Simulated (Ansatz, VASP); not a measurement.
**Fe in two plane-wave programs**

Aim: how closely do two programs agree when they are given the same cell, functional and k mesh? The cell is taken from a series of runs on this material, whose earlier steps may have relaxed, scaled, displaced or heated it; both programs get it as it stands.

Main program and level: Ansatz 0.2.0; plane waves, with VASP 6.6.1 beside it; single point at r2SCAN with rVV10 and single point at r2SCAN.

## Step 1: Set-up

It takes space group Im-3m (No. 229, cubic). Conventional cell: a = 2.872 Å, b = 2.872 Å, c = 2.872 Å, α = 90.00°, β = 90.00°, γ = 90.00°. Nearest to Fe lie 8 Fe at 2.49 Å.

## Step 2: Ansatz: single point, r2SCAN with rVV10

Ansatz runs on its default PAW (the set named soft_2) files.

With cell and atoms fixed, the geometry can't cause a difference; cores, projectors, grids and the points listed under the comparison can.

input.yaml

```yaml
crystal:
  lattice:
    - [-1.43602238, 1.43602238, 1.43602238]
    - [1.43602238, -1.43602238, 1.43602238]
    - [1.43602238, 1.43602238, -1.43602238]
  atoms:
    - { symbol: Fe, position: [0.0, 0.0, 0.0], spin: 3.0 }
hamiltonian:
  xc: r2scan
  pseudopotentials: { kind: paw }
  dispersion: rvv10
magnetization:
  spin_polarized: true
kpoints:
  mp_grid: { grid: [22, 22, 22] }
scf:
  occupations: { method: methfessel_paxton, width: 0.15 }
  n_extra_bands: 7
output:
  forces: true
  stress: true
  eigenvalues: true
```

Run with:

```console
ansatz run input.yaml --threads 2 --pin off --max-ram 4608MiB --backend cpu --events-out ev --progress --plain --runs-dir out
```

Numbers of over 12 decimals in the logs are rounded to 6 here.

Log:

```text
scf.n_extra_bands = 7 over 8 filled bands (N_el = 16.0): the run solves 15 bands
Engine: ansatz 0.2.0, aarch64-unknown-linux-gnu
Pseudopotentials: kind: paw
Pseudopotential: Fe, paw, valence charge 16, recommended cutoff 500 eV (meta_gga), Fe.paw.azcp
Functional definition: r2SCAN+rVV10
  parameter k0 = 0.174
  parameter k1 = 0.065
  parameter a1 = 4.9479
  exchange = r2scan_x(k0 = k0, k1 = k1, a1 = a1)
  correlation = r2scan_c + rvv10(11.95, 0.0093)
Crystal: 1 atoms, lattice volume = 11.845 Å³
Basis set: ecut = 500 eV, 321 PW (Γ), exchange–correlation on 96×96×96 points (64 copies of the dense FFT grid, shifted against one another)
Bands: 15, of which v1, the nominal top of the filled ones, is band 8 counted from 1 (7 counted from 0)
Symmetry: 48 space group operations
Space group: Im-3m (ITA 229), of the structure as read, at distance tolerance 2.3e-5 Å
Magnetic group: BNS 229.140 (UNI 1642), of the structure as read, at distance tolerance 2.3e-5 Å
k-points: 328 of 10648
Non-local potential: Fe, projectors of the file, l = 0: 3, l = 1: 2, l = 2: 3, l = 3: 1
PAW form: soft (Blöchl's): semilocal exchange-correlation on the pseudo side does not see the compensation charge
rVV10 density: all electrons in the spheres
PAW frozen core: Fe, regenerated for the run's functional (the file was generated under x = pbe(κ = 0.804, μ = 0.219515), c = pbe(β = 0.066725))
PAW one-centre angular grid: Fe, 590 points (default); XC on 160 Gauss nodes
Initial density: superposition of atomic densities (chi_scale 0.1, normalization cell)
Starting moments: Σ|m| = 3 μB on 1 of 1 site
Initial wavefunctions: pseudopotential atomic-orbital guess
Functional: x = r2scan, c = r2scan + rvv10(b = 11.95, C = 0.0093); τ floored in thin density (d = 2e-4 eV/Å³)
SCF iter   1: F=—  HF=-4484.776305 eV  |F-HF|=—  |Δ(HF+E_count)|=         —  Δρ=8.62e-2 (↑3.34e-2 ↓8.62e-2)  dr2=1.09e0  dr2_τ=5.10e-3  dr2_m=9.89e-2  M=2.762 μB ∫|m|=2.858 μB  β_m=1.00  ethr=3.10e-3  ⟨swp⟩=4.7  Hψ=46182  notcnv=0
Mixer restart at iter 1: flushing history
preconditioner: auto → none  [metal: Δε(μ)=0.004 eV  Ē_g=17.496 eV  σ=0.150 eV  W_gap=0.01  n_scr=0 (ndim 8)  ℏωp=30.5 eV  f_vac=0.000  D(μ)=0.72/eV (n_scr^D=12)]
SCF iter   2: F=—  HF=-4484.539321 eV  |F-HF|=—  |Δ(HF+E_count)|=   2.37e-1  Δρ=3.05e-2 (↑3.05e-2 ↓1.51e-2)  dr2=2.10e-2  dr2_τ=3.40e-3  dr2_m=4.84e-2  M=2.734 μB ∫|m|=2.974 μB  β_m=1.00  ethr=3.10e-3  ⟨swp⟩=3.1  Hψ=22765  notcnv=0  defer=1195  κ⁻¹=1.0e0(r=1)
SCF iter   3: F=—  HF=-4484.705793 eV  |F-HF|=—  |Δ(HF+E_count)|=         —  Δρ=1.05e-2 (↑1.05e-2 ↓6.31e-3)  dr2=6.38e-3  dr2_τ=3.16e-4  dr2_m=3.11e-3  M=2.722 μB ∫|m|=3.004 μB  β_m=1.00  ethr=1.32e-4  ⟨swp⟩=2.1  Hψ=18331  notcnv=0  defer=1195
Mixer restart at iter 3: flushing history
SCF iter   4: F=—  HF=-4484.831427 eV  |F-HF|=—  |Δ(HF+E_count)|=   1.26e-1  Δρ=5.51e-3 (↑5.12e-3 ↓5.51e-3)  dr2=4.34e-3  dr2_τ=2.13e-4  dr2_m=6.88e-5  M=2.706 μB ∫|m|=3.007 μB  β_m=1.00  ethr=3.99e-5  ⟨swp⟩=2.0  Hψ=17283  notcnv=0  defer=1191  κ⁻¹=1.0e0(r=1)
SCF iter   5: F=—  HF=-4484.928197 eV  |F-HF|=—  |Δ(HF+E_count)|=   9.68e-2  Δρ=4.41e-3 (↑3.46e-3 ↓4.41e-3)  dr2=2.83e-3  dr2_τ=1.17e-4  dr2_m=8.38e-5  M=2.692 μB ∫|m|=3.005 μB  β_m=1.00  ethr=2.71e-5  ⟨swp⟩=2.0  Hψ=17844  notcnv=0  defer=1189  κ⁻¹=6.0e-2(r=2)
SCF iter   6: F=—  HF=-4485.017182 eV  |F-HF|=—  |Δ(HF+E_count)|=   8.90e-2  Δρ=1.73e-3 (↑1.59e-3 ↓1.73e-3)  dr2=9.16e-4  dr2_τ=9.86e-6  dr2_m=1.74e-6  M=2.670 μB ∫|m|=2.996 μB  β_m=1.00  ethr=1.77e-5  ⟨swp⟩=2.0  Hψ=18763  notcnv=0  defer=1186  κ⁻¹=6.4e-3(r=3)
SCF iter   7: F=—  HF=-4485.019626 eV  |F-HF|=—  |Δ(HF+E_count)|=   2.44e-3  Δρ=4.15e-4 (↑3.62e-4 ↓4.15e-4)  dr2=1.98e-5  dr2_τ=2.08e-6  dr2_m=5.16e-6  M=2.664 μB ∫|m|=2.991 μB  β_m=1.00  ethr=5.72e-6  ⟨swp⟩=2.4  Hψ=15863  notcnv=0  defer=1183  κ⁻¹=1.8e-3(r=4)
SCF iter   8: F=—  HF=-4485.015985 eV  |F-HF|=—  |Δ(HF+E_count)|=         —  Δρ=5.10e-4 (↑5.10e-4 ↓2.57e-4)  dr2=7.31e-6  dr2_τ=2.12e-7  dr2_m=1.56e-5  M=2.666 μB ∫|m|=2.994 μB  β_m=1.20  ethr=1.24e-7  ⟨swp⟩=2.0  Hψ=15340  notcnv=0  defer=1183
Mixer restart at iter 8: flushing history
iteration 8: the input's own smearing fills from here on; a Gaussian of 0.15 eV has filled iterations ahead of it
SCF iter   9: F=—  HF=-4485.016001 eV  |F-HF|=—  |Δ(HF+E_count)|=   1.62e-5  S|Δr|=    0.00e0  Δρ=8.52e-5 (↑8.52e-5 ↓5.66e-5)  dr2=4.62e-7  dr2_τ=4.68e-8  dr2_m=1.38e-7  M=2.666 μB ∫|m|=2.995 μB  β_m=1.20  ethr=4.57e-8  ⟨swp⟩=2.0  Hψ=13831  notcnv=0  defer=1183  κ⁻¹=1.0e0(r=1)
SCF iter  10: F=—  HF=-4485.016001 eV  |F-HF|=—  |Δ(HF+E_count)|=   1.07e-8  S|Δr|=    0.00e0  Δρ=4.39e-5 (↑4.07e-5 ↓4.39e-5)  dr2=1.95e-7  dr2_τ=9.43e-9  dr2_m=2.49e-9  M=2.666 μB ∫|m|=2.995 μB  β_m=1.20  ethr=6.25e-10  ⟨swp⟩=8.5  Hψ=45326  notcnv=0  κ⁻¹=4.0e-3(r=2)
SCF iter  11: F=—  HF=-4485.016001 eV  |F-HF|=—  |Δ(HF+E_count)|=   7.55e-8  S|Δr|=    0.00e0  Δρ=2.63e-5 (↑2.63e-5 ↓2.16e-5)  dr2=6.27e-8  dr2_τ=2.76e-9  dr2_m=2.28e-9  M=2.666 μB ∫|m|=2.995 μB  β_m=1.20  ethr=6.25e-10  ⟨swp⟩=4.8  Hψ=36787  notcnv=0  κ⁻¹=1.5e-3(r=3)
SCF iter  12: F=-4485.016001 eV  HF=-4485.016001 eV  |F-HF|=6.10e-9  |Δ(HF+E_count)|=   4.91e-8  S|Δr|=    0.00e0  Δρ=4.44e-6 (↑4.44e-6 ↓3.55e-6)  dr2=1.98e-9  dr2_τ=1.03e-10  dr2_m=1.06e-10  M=2.666 μB ∫|m|=2.995 μB  ethr=3.92e-10  ⟨swp⟩=5.0  Hψ=40729  notcnv=0
SCF 1 converged in 12 iterations: F = -4485.016001 eV  dr2 = 1.98e-9
  greatest PAW one-centre occupation: 1.004 electrons in one spin orbital (limit 2), on the Fe atom at site 0 (counted from 0), in its partial waves of l = 1
this state was not tested for a lower state beside it, because cold or Methfessel-Paxton smearing, or corrected tetrahedra, fill the levels in a way that the test cannot read (fill_not_monotonic; see scf.lower_state_search)
SCF converged after 12 iterations
Magnetization: 2.6658 μB (9.3329 up, 6.6671 down)
Absolute magnetization: 2.9955 μB (∫|ρ↑−ρ↓|, with the PAW one-centre terms)
Spin contamination: 0.1254 ħ² per cell (⟨S²⟩ above its minimum at these occupations)
Per-site moments (μB) at R_I (Å): [(2.822516, 1.025996)]
Free energy (F): -4485.016001 eV
Harris-Foulkes:  -4485.016001 eV  (|F-HF|=6.10e-9)
Internal energy: -4485.016193 eV  (E = F + TS)
E sigma→0 (E₀):  -4485.016049 eV
Entropy (-TS):   0.000192 eV (0.192 meV/atom)
Fermi energy:    17.589822 eV
--- Per-component energies (eV) ---
  E_band       = -247.285089
  E_kinetic    = 348.339795
  E_local      = -2117.170573  (includes V_loc(G=0)·N_el)
  E_nonlocal   = 223.075727
  E_hartree    = 887.657088
  E_xc         = -111.958987
  E_vxc        = -167.134592  (∫ρ·V_xc dr)
  E_paw        = -1379.166638  (= ΣΔE_a)
  E_vpaw       = -321.758999  (= ΣTr[D̂ρ^β])
  E_aug_tail   = 0.000147  (compensation charges beyond the density's cutoff)
  E_vtau       = 12.048920  (kinetic-family band-sum trace: ∫τ·v_τ [+ j·A + Jᵃ·Aᵃ] dr)
  E_ewald      = -2335.503278
  E_core_change = -0.289475  (= ΣΔE_core)
  E_smearing   = 0.000192  (= −TS)
  E_closure    = 0.000000  (closes the sum)
  Σ components = -4485.016001   (vs F -4485.016001, Δ=0.00e0)
--- Forces (eV/Å), atoms counted from 1 ---
  atom   1  Fe    -0.00000000     0.00000000     0.00000000
  max |Σ_I F_I| component: 1.36e-31 eV/Å
--- Stress (GPa, compression-positive) ---
       -2.704000       0.000000       0.000000
       -0.000000      -2.704000       0.000000
        0.000000      -0.000000      -2.704000
  P = ⅓ Tr σ = -2.7040 GPa (-27.040 kbar)
--- Band table (eV; the first three rows and the last of 656) ---
  k-point 0 ↑: bands = [... 4 lower, 9.0187, 14.5198, 14.5198, 14.5198, 15.7142, 15.7142, 42.4245, 42.4245, ... 3 higher]
  k-point 1 ↑: bands = [... 4 lower, 9.1048, 14.4985, 14.5196, 14.5635, 15.6924, 15.7158, 41.8544, 42.3139, ... 3 higher]
  k-point 2 ↑: bands = [... 4 lower, 9.3595, 14.4365, 14.5155, 14.6925, 15.6364, 15.7208, 40.4273, 41.9183, ... 3 higher]
  k-point 327 ↓: bands = [... 4 lower, 14.9319, 14.9319, 20.7392, 20.7392, 20.7392, 27.6946, 27.6946, 27.6946, ... 3 higher]
```

In the SCF lines HF is the Harris–Foulkes energy and dr2 the Hartree energy of the density residual, in eV; the loop may stop once dr2 is under the threshold and the program's other checks hold. Hψ counts applications of the Hamiltonian.

The run ends at a pressure of -2.70 GPa.

## Step 3: VASP: single point, r2SCAN with rVV10

The same cell, functional, mesh and smearing now go to VASP, with its own data sets and cutoff.

Lines of VASP's logs that name or quote its potential files are left out, and so is its time.

INCAR

```
SYSTEM = Fe
PREC = Accurate
ENCUT = 630
EDIFF = 1E-06
NELM = 100
ISMEAR = 1
SIGMA = 0.15
LREAL = .FALSE.
ALGO = Normal
METAGGA = R2SCAN
LUSE_VDW = .TRUE.
IVDW_NL = 2
BPARAM = 11.95
CPARAM = 0.0093
LASPH = .TRUE.
NBANDS = 16
ISPIN = 2
MAGMOM = 2.82
LMAXMIX = 4
LORBIT = 11
LWAVE = .FALSE.
LCHARG = .FALSE.
KPAR = 2
ISIF = 2
```

POSCAR

```
Fe
1.0
   -1.4360223800      1.4360223800      1.4360223800
    1.4360223800     -1.4360223800      1.4360223800
    1.4360223800      1.4360223800     -1.4360223800
Fe
1
Direct
    0.0000000000      0.0000000000      0.0000000000
```

KPOINTS

```
Automatic mesh
0
Gamma
22 22 22
0 0 0
```

The projector-augmented-wave data sets are Fe_sv_GW (PBE family, release 64).

Run with:

```console
mpirun -np 2 vasp_std
```

Log:

```text
[banner, memory and clock lines left out]
running    2 mpi-ranks, on    1 nodes
 distrk:  each k-point on    1 cores,    2 groups
 distr:  one band on    1 cores,    1 groups

 POSCAR found type information on POSCAR Fe
 POSCAR found :  1 types and       1 ions
|                                                                             |
|               ----> ADVICE to this user running VASP <----                  |
|                                                                             |
|     You have switched on vdW-DFT.                                           |
|     This routine was written and supplied by Jiri Klimes. We recommend      |
|     that you carefully read and cite the following publications:            |
|       J. Klimes, D.R. Bowler, A. Michelides                                 |
|          J. Phys.: Cond Matt. 22 022201 (2010)                              |
|       J. Klimes, D.R. Bowler, A. Michelides                                 |
|          Phys. Rev. B. 83, 195131 (2011)                                    |
|     and references therein.                                                 |
|                                                                             |

|                                                                             |
|               ----> ADVICE to this user running VASP <----                  |
|                                                                             |
|     You enforced a specific xc type in the INCAR file but a different       |
|     [... a line on the potential file left out ...]
|     I HOPE YOU KNOW WHAT YOU ARE DOING!                                     |
|                                                                             |

 LDA part: xc-table for (None), standard interpolation
 POSCAR, INCAR and KPOINTS ok, starting setup
 FFT: planning ... GRIDC
 FFT: planning ... GRID_SOFT
 FFT: planning ... GRID
 WAVECAR not read
 entering main loop
       N       E                     dE             d eps       ncg     rms          rms(c)
Total rVV10 correction in eV:      0.4599527    16.0006180
Total rVV10 correction in eV:      0.4599527    16.0006180
DAV:   1     0.124388376616E+03    0.12439E+03   -0.93698E+03 30264   0.340E+03
DAV:   2    -0.135408449956E+02   -0.13793E+03   -0.12747E+03 33640   0.771E+02
DAV:   3    -0.223888880869E+02   -0.88480E+01   -0.88282E+01 31248   0.147E+02
DAV:   4    -0.225426776198E+02   -0.15379E+00   -0.15376E+00 30840   0.133E+01
DAV:   5    -0.225552421092E+02   -0.12564E-01   -0.12564E-01 31080   0.446E+00    0.251E+01
Total rVV10 correction in eV:      0.4186118    16.0006172
Total rVV10 correction in eV:      0.4186118    16.0006172
DAV:   6    -0.158526355806E+02    0.67026E+01   -0.15915E+01 25440   0.325E+02    0.104E+01
Total rVV10 correction in eV:      0.4284327    16.0006169
Total rVV10 correction in eV:      0.4284327    16.0006169
DAV:   7    -0.151917821666E+02    0.66085E+00   -0.31478E+00 29736   0.124E+02    0.734E+00
Total rVV10 correction in eV:      0.4221592    16.0006170
Total rVV10 correction in eV:      0.4221592    16.0006170
DAV:   8    -0.152316971295E+02   -0.39915E-01   -0.34292E-01 32832   0.167E+01    0.383E+00
Total rVV10 correction in eV:      0.4196162    16.0006170
Total rVV10 correction in eV:      0.4196162    16.0006170
DAV:   9    -0.152356633185E+02   -0.39662E-02   -0.21802E-02 33728   0.481E+00    0.121E+00
Total rVV10 correction in eV:      0.4208641    16.0006170
Total rVV10 correction in eV:      0.4208641    16.0006170
DAV:  10    -0.152486078317E+02   -0.12945E-01   -0.79871E-02 33216   0.840E+00    0.937E-01
Total rVV10 correction in eV:      0.4206097    16.0006170
Total rVV10 correction in eV:      0.4206097    16.0006170
DAV:  11    -0.152544669396E+02   -0.58591E-02   -0.52666E-03 31944   0.200E+00    0.304E-01
Total rVV10 correction in eV:      0.4208778    16.0006170
Total rVV10 correction in eV:      0.4208778    16.0006170
DAV:  12    -0.152547540246E+02   -0.28708E-03   -0.82822E-04 33480   0.468E-01    0.120E-01
Total rVV10 correction in eV:      0.4208850    16.0006170
Total rVV10 correction in eV:      0.4208850    16.0006170
DAV:  13    -0.152548391306E+02   -0.85106E-04   -0.83735E-05 35176   0.448E-01    0.462E-02
Total rVV10 correction in eV:      0.4209065    16.0006170
Total rVV10 correction in eV:      0.4209065    16.0006170
DAV:  14    -0.152548356104E+02    0.35202E-05   -0.88159E-06 31584   0.120E-01    0.108E-02
Total rVV10 correction in eV:      0.4209049    16.0006170
Total rVV10 correction in eV:      0.4209049    16.0006170
DAV:  15    -0.152548381917E+02   -0.25813E-05   -0.13508E-06 19728   0.425E-02    0.475E-03
Total rVV10 correction in eV:      0.4209012    16.0006170
Total rVV10 correction in eV:      0.4209012    16.0006170
DAV:  16    -0.152548402800E+02   -0.20883E-05   -0.34122E-07 12888   0.172E-02    0.332E-03
Total rVV10 correction in eV:      0.4209008    16.0006170
Total rVV10 correction in eV:      0.4209008    16.0006170
DAV:  17    -0.152548405737E+02   -0.29378E-06   -0.10354E-07 11808   0.124E-02
Total rVV10 correction in eV:      0.4208985    16.0006170
Total rVV10 correction in eV:      0.4208985    16.0006170
Total rVV10 correction in eV:      0.4209003    16.0006170
Total rVV10 correction in eV:      0.4209003    16.0006170
   1 F= -.15254841E+02 E0= -.15254892E+02  d E =0.153898E-03  mag=     2.6676
```

Parts of OUTCAR (step 3):

```text
ion  position               nearest neighbor table
   1  0.000  0.000  0.000-

  LATTYP: Found a body centered cubic cell.
 ALAT       =     2.8720447600

 Subroutine GETGRP returns: Found 48 space group operations
 (whereof 48 operations were pure point group operations)

The static configuration has the point symmetry O_h .

 Found    328 irreducible k-points:

   k-points           NKPTS =    328   k-points in BZ     NKDIM =    328   number of bands    NBANDS=     16

   dimension x,y,z NGX =    20 NGY =   20 NGZ =   20
   dimension x,y,z NGXF=    40 NGYF=   40 NGZF=   40

   ENCUT  =  630.0 eV  46.30 Ry    6.80 a.u.   5.09  5.09  5.09*2*pi/ulx,y,z

   NELECT =      16.0000    total number of electrons

 k-points in reciprocal lattice and weights: Automatic mesh
   0.00000000  0.00000000  0.00000000       0.000
   0.04545455  0.00000000  0.00000000       0.001
   0.09090909  0.00000000  0.00000000       0.001
   0.13636364  0.00000000  0.00000000       0.001
   0.18181818  0.00000000  0.00000000       0.001
   0.22727273  0.00000000  0.00000000       0.001
   0.27272727  0.00000000  0.00000000       0.001
   0.31818182  0.00000000  0.00000000       0.001
   0.36363636  0.00000000  0.00000000       0.001
[...]
0.50000000  0.50000000  0.45454545       0.001
   0.50000000  0.50000000  0.50000000       0.000

 average (electrostatic) potential at core
       1 -87.3013

 E-fermi :   8.3893

 spin component 1
 k-point     1 :       0.0000    0.0000    0.0000
  band No.  band energies     occupation
    ...
      6       5.3284      1.00000
      7       5.3285      1.00000
      8       5.3285      1.00000
      9       6.5181      1.00000
     10       6.5181      1.00000
     11      33.2515      0.00000
     12      33.2515      0.00000
     13      33.2515      0.00000
     14      38.6332      0.00000
     15      38.6332      0.00000
    ...

 k-point     2 :       0.0455    0.0000    0.0000
  band No.  band energies     occupation
    ...
      6       5.3071      1.00000
      7       5.3285      1.00000
      8       5.3725      1.00000
      9       6.4963      1.00000
     10       6.5197      1.00000
     11      32.6793      0.00000
     12      33.1416      0.00000
     13      33.1849      0.00000
     14      38.0871      0.00000
     15      38.6689      0.00000
    ...

 k-point     3 :       0.0909    0.0000    0.0000
  band No.  band energies     occupation
    ...
      6       5.2453      1.00000
      7       5.3241      1.00000
      8       5.5013      1.00000
      9       6.4406      1.00000
     10       6.5247      1.00000
     11      31.2412      0.00000
     12      32.7453      0.00000
     13      33.0095      0.00000
     14      37.2306      0.00000
     15      37.4897      0.00000
    ...

 k-point     4 :       0.1364    0.0000    0.0000
  band No.  band energies     occupation
    ...
      6       5.1485      1.00000
      7       5.3074      1.00000
      8       5.7079      1.00000
      9       6.3763      1.00000
     10       6.5335      1.00000
     11      29.3412      0.00000
     12      32.0087      0.00000
     13      32.7761      0.00000
     14      35.6551      0.00000
     15      36.7627      0.00000
    ...

 k-point     5 :       0.1818    0.0000    0.0000
  band No.  band energies     occupation
    ...
      6       5.0261      1.00000
      7       5.2798      1.00000
      8       5.9821      1.00000
      9       6.3356      1.00000
     10       6.5469      1.00000
     11      27.2283      0.00000
     12      31.0551      0.00000
     13      32.5310      0.00000
     14      34.1550      0.00000
     15      36.1514      0.00000
    ...

 k-point     6 :       0.2273    0.0000    0.0000
  band No.  band energies     occupation
    ...
      6       4.8892      1.00000
      7       5.2783      1.00000
      8       6.3074      1.00000
      9       6.3373      1.00000
     10       6.5652      1.00000
     11      25.0420      0.00000
     12      30.0528      0.00000
     13      32.3025      0.00000
     14      32.7534      0.00000
     15      35.7515      0.00000
    ...

  Total       -0.5853786     -0.5853786     -0.5853786      0.0000000     -0.0000000      0.0000000
  in kB      -79.1778755    -79.1778755    -79.1778755      0.0000000     -0.0000000      0.0000000
  external PRESSURE =     -79.1778755 kB  Pullay stress =       0.0000000 kB

  energy-cutoff  :      630.00
  volume of cell :       11.85
      direct lattice vectors                 reciprocal lattice vectors
    -1.436022380  1.436022380  1.436022380     0.000000000  0.348183989  0.348183989
     1.436022380 -1.436022380  1.436022380     0.348183989  0.000000000  0.348183989
     1.436022380  1.436022380 -1.436022380     0.348183989  0.348183989  0.000000000

 POSITION                                       TOTAL-FORCE (eV/Angst)
 -----------------------------------------------------------------------------------
      0.00000      0.00000      0.00000         0.000000     -0.000000     -0.000000
 -----------------------------------------------------------------------------------
    total drift:                                0.000000      0.000000      0.000000

  FREE ENERGIE OF THE ION-ELECTRON SYSTEM (eV)
  ---------------------------------------------------
  free  energy   TOTEN  =       -15.2548405737 eV

  energy  without entropy=      -15.2549944714  energy(sigma->0) =      -15.25489187

 total charge
# of ion       s       p       d       f       tot
--------------------------------------------------
    1        2.188   6.366   5.685   0.007  14.245

 magnetization (x)
# of ion       s       p       d       f       tot
--------------------------------------------------
    1        0.000  -0.102   2.878   0.001   2.777

[... 6 further parts left out ...]
```

The cell holds one magnetic atom, so no antiferromagnetic order fits into it. SCAN-type functionals tend to overstate the moments of itinerant magnets.

[end of part 1 of 2]

[Lines on the potential files, build, host, timing and source positions are cut from VASP's logs without a mark.]

[Logs are printed without paths, hosts, clocks, repeated set-up lines and the standing remarks that a program may print on its own settings, such as how far it seeks lower states.]

[Hosts, paths, dates, database ids (printed as entryN), source tags and the programs' standing remarks are cut or masked in the printed files.]
